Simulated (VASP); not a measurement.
Output of a VASP run:

File OUTCAR:
```
 ion  position               nearest neighbor table
   1  0.000  0.000  0.000-   2 2.53   3 2.53   2 2.53   3 2.53   3 2.53   3 2.53   2 2.53   2 2.53
                             3 2.53   3 2.53   2 2.53   2 2.53
   2  0.333  0.667  0.500-   3 1.80   3 1.80   3 1.80   1 2.53   1 2.53   1 2.53   1 2.53   1 2.53
                             1 2.53
   3  0.667  0.333  0.500-   2 1.80   2 1.80   2 1.80   1 2.53   1 2.53   1 2.53   1 2.53   1 2.53
                             1 2.53
  LATTYP: Found a hexagonal cell.
 ALAT       =     3.1183496810
 C/A-ratio  =     1.1385803718
 Subroutine PRICEL returns:
 Original cell was already a primitive cell.
 Subroutine GETGRP returns: Found 24 space group operations
The static configuration has the point symmetry D_6h.
The dynamic configuration has the point symmetry D_6h.
 Subroutine INISYM returns: Found 24 space group operations
 Subroutine IBZKPT returns following result:
 Found     80 irreducible k-points:

 Following reciprocal coordinates:
            Coordinates               Weight
  0.000000  0.000000  0.000000      1.000000
  0.090909 -0.000000  0.000000      6.000000
  0.181818  0.000000  0.000000      6.000000
  0.272727  0.000000  0.000000      6.000000
  0.363636  0.000000  0.000000      6.000000
  0.454545 -0.000000  0.000000      6.000000
  0.090909  0.090909  0.000000      6.000000
  0.181818  0.090909  0.000000     12.000000
  0.272727  0.090909  0.000000     12.000000
  0.363636  0.090909  0.000000     12.000000
  0.454545  0.090909  0.000000      6.000000
  0.181818  0.181818  0.000000      6.000000
  0.272727  0.181818  0.000000     12.000000
  0.363636  0.181818  0.000000     12.000000
  0.272727  0.272727  0.000000      6.000000
  0.363636  0.272727  0.000000      6.000000
  0.000000  0.000000  0.111111      2.000000
  0.090909 -0.000000  0.111111     12.000000
  0.181818  0.000000  0.111111     12.000000
  0.272727  0.000000  0.111111     12.000000
  0.363636  0.000000  0.111111     12.000000
  0.454545 -0.000000  0.111111     12.000000
  0.090909  0.090909  0.111111     12.000000
  0.181818  0.090909  0.111111     24.000000
  0.272727  0.090909  0.111111     24.000000
  0.363636  0.090909  0.111111     24.000000
  0.454545  0.090909  0.111111     12.000000
  0.181818  0.181818  0.111111     12.000000
  0.272727  0.181818  0.111111     24.000000
  0.363636  0.181818  0.111111     24.000000
  0.272727  0.272727  0.111111     12.000000
  0.363636  0.272727  0.111111     12.000000
  0.000000  0.000000  0.222222      2.000000
  0.090909 -0.000000  0.222222     12.000000
  0.181818  0.000000  0.222222     12.000000
  0.272727  0.000000  0.222222     12.000000
  0.363636  0.000000  0.222222     12.000000
  0.454545 -0.000000  0.222222     12.000000
  0.090909  0.090909  0.222222     12.000000
  0.181818  0.090909  0.222222     24.000000
   k-points           NKPTS =     80   k-points in BZ     NKDIM =     80   number of bands    NBANDS=      8
   number of dos      NEDOS =    301   number of ions     NIONS =      3
   total plane-waves  NPLWV =  16128
   dimension x,y,z NGX =    24 NGY =   24 NGZ =   28
   dimension x,y,z NGXF=    48 NGYF=   48 NGZF=   56
   ions per type =               1   2
   PREC   = accura    normal or accurate (medium, high low for compatibility)
   ISTART =      0    job   : 0-new  1-cont  2-samecut
   ICHARG =      2    charge: 1-file 2-atom 10-const
   ISPIN  =      1    spin polarized calculation?
   LNONCOLLINEAR =      F non collinear calculations
   LSORBIT =      F    spin-orbit coupling
   INIWAV =      1    electr: 0-lowe 1-rand  2-diag
   ENCUT  =  520.0 eV  38.22 Ry    6.18 a.u.   5.80  5.80  6.60*2*pi/ulx,y,z
   NELM   =    100;   NELMIN=  2; NELMDL= -5     # of ELM steps
   EDIFF  = 0.1E-06   stopping-criterion for ELM
   LREAL  =      F    real-space projection
   NLSPLINE    = F    spline interpolate recip. space projectors
   LMAXMIX     =    2 max onsite mixed and CHGCAR
...
```

OSZICAR:
```
       N       E                     dE             d eps       ncg     rms          rms(c)
DAV:   1     0.948953423292E+01    0.94895E+01   -0.39316E+03  1384   0.835E+02
DAV:   2    -0.128285435936E+02   -0.22318E+02   -0.21106E+02  1896   0.111E+02
DAV:   3    -0.131470733566E+02   -0.31853E+00   -0.31775E+00  1624   0.156E+01
DAV:   4    -0.131477301991E+02   -0.65684E-03   -0.65684E-03  1976   0.626E-01
DAV:   5    -0.131477305861E+02   -0.38692E-06   -0.38689E-06  1624   0.118E-02    0.544E+00
DAV:   6    -0.114911668296E+02    0.16566E+01   -0.27875E+00  1384   0.953E+00    0.266E+00
DAV:   7    -0.112040873099E+02    0.28708E+00   -0.17843E+00  1560   0.755E+00    0.828E-01
DAV:   8    -0.112074433001E+02   -0.33560E-02   -0.15192E-01  1464   0.253E+00    0.532E-01
DAV:   9    -0.112037863758E+02    0.36569E-02   -0.37573E-02  1528   0.144E+00    0.782E-02
DAV:  10    -0.112039624341E+02   -0.17606E-03   -0.71641E-04  1880   0.230E-01    0.376E-02
DAV:  11    -0.112040741126E+02   -0.11168E-03   -0.27338E-04  1472   0.179E-01    0.616E-03
DAV:  12    -0.112040758303E+02   -0.17177E-05   -0.10099E-05  1824   0.248E-02    0.442E-03
DAV:  13    -0.112040768865E+02   -0.10562E-05   -0.54650E-06  1560   0.228E-02    0.124E-03
DAV:  14    -0.112040768614E+02    0.25113E-07   -0.20541E-07  1896   0.358E-03
   1 F= -.11204077E+02 E0= -.11203400E+02  d E =-.112041E+02
       N       E                     dE             d eps       ncg     rms          rms(c)
DAV:   1    -0.112145651187E+02   -0.10488E-01   -0.16922E-01  1840   0.324E+00    0.255E-01
DAV:   2    -0.112114685843E+02    0.30965E-02   -0.76919E-03  1776   0.545E-01    0.875E-02
DAV:   3    -0.112112398092E+02    0.22878E-03   -0.96608E-04  1696   0.175E-01    0.300E-02
DAV:   4    -0.112112416788E+02   -0.18696E-05   -0.90834E-05  1688   0.877E-02    0.588E-03
DAV:   5    -0.112112405462E+02    0.11326E-05   -0.23632E-06  1632   0.108E-02    0.296E-03
DAV:   6    -0.112112406019E+02   -0.55668E-07   -0.15266E-06  1664   0.114E-02    0.418E-04
DAV:   7    -0.112112406193E+02   -0.17402E-07   -0.20641E-08  1000   0.143E-03
   2 F= -.11211241E+02 E0= -.11210994E+02  d E =-.716376E-02
       N       E                     dE             d eps       ncg     rms          rms(c)
DAV:   1    -0.112114844045E+02   -0.24380E-03   -0.41324E-03  1792   0.509E-01    0.413E-02
DAV:   2    -0.112114052447E+02    0.79160E-04   -0.19860E-04  1784   0.870E-02    0.151E-02
DAV:   3    -0.112113992185E+02    0.60262E-05   -0.27994E-05  1648   0.291E-02    0.510E-03
DAV:   4    -0.112113996976E+02   -0.47907E-06   -0.25053E-06  1640   0.142E-02    0.103E-03
DAV:   5    -0.112113996430E+02    0.54622E-07   -0.66747E-08  1240   0.176E-03
   3 F= -.11211400E+02 E0= -.11211160E+02  d E =-.732278E-02
```

OUTCAR:
```
------------------------ aborting loop because EDIFF is reached ----------------------------------------
  FORCE on cell =-STRESS in cart. coord.  units (eV):
  Direction    XX          YY          ZZ          XY          YZ          ZX
  --------------------------------------------------------------------------------------
  Total       -0.6705294     -0.6705292     -0.6582055     -0.0000000     -0.0000000     -0.0000000
  in kB      -35.9301973    -35.9301845    -35.2698212     -0.0000000     -0.0000000     -0.0000000
  external PRESSURE =     -35.7100677 kB  Pullay stress =       0.0000000 kB
  volume of cell :       29.90
      direct lattice vectors                 reciprocal lattice vectors
     1.549096892 -2.683114047 -0.000000000     0.322768706 -0.186350633 -0.000000000
     1.549096892  2.683114047  0.000000000     0.322768706  0.186350633 -0.000000000
     0.000000000  0.000000000  3.596839798     0.000000000 -0.000000000  0.278021835
 POSITION                                       TOTAL-FORCE (eV/Angst)
 -----------------------------------------------------------------------------------
      0.00000     -0.00000     -0.00000        -0.000000      0.000000      0.000000
      1.54910      0.89437      1.79842        -0.000000     -0.000000      0.000000
      1.54910     -0.89437      1.79842         0.000000      0.000000      0.000000
 -----------------------------------------------------------------------------------
    total drift:                                0.000000     -0.000000      0.000000
  FREE ENERGIE OF THE ION-ELECTRON SYSTEM (eV)
  ---------------------------------------------------
  free  energy   TOTEN  =       -11.2113996430 eV

  energy  without entropy=      -11.2106811632  energy(sigma->0) =      -11.21116015

 reached required accuracy - stopping structural energy minimisation
```
(Selected blocks of OUTCAR.)

### POSCAR
```
MgB2
1
    1.5591750575    -2.7005699163     0.0000000000
    1.5591750575     2.7005699163     0.0000000000
    0.0000000000     0.0000000000     3.5504917393
Mg B
1 2
Direct
  0.0000000000   0.0000000000   0.0000000000
  0.3333330000   0.6666670000   0.5000000000
  0.6666670000   0.3333330000   0.5000000000
```

Write an INCAR and KPOINTS that could have produced this output.

Several could match; the one computed here: the input of the run itself, vdW-DF2, plane waves, VASP's PBE PAW potentials (set 64).

KPOINTS:
```
Automatic mesh
0
Gamma
11 11 9
0 0 0
```

INCAR:
```
! general
SYSTEM  =MgB2
PREC    =Accurate
ENCUT   =520
LREAL   =.False.
LASPH   =.True.

! electronic loop
EDIFF   =1E-7
NELM    =100
ALGO    =Normal

! smearing
ISMEAR  =1
SIGMA   =0.1

! functional
GGA     =ML
LUSE_VDW=.True.
AGGAC   =0.0
ZAB_VDW =-1.8867

! ions
IBRION  =2
NSW     =30
ISIF    =4
EDIFFG  =-0.01

! output
LWAVE   =.False.
LCHARG  =.False.
```

POTCAR, in this order: Mg B (PBE.64 set). Program: vasp_std.

The compound is MgB2 in the AlB2 type structure. This cell is one point of a volume scan, at 1.03 of the reference volume. Symmetry was kept, so distortions that lower it aren't found.
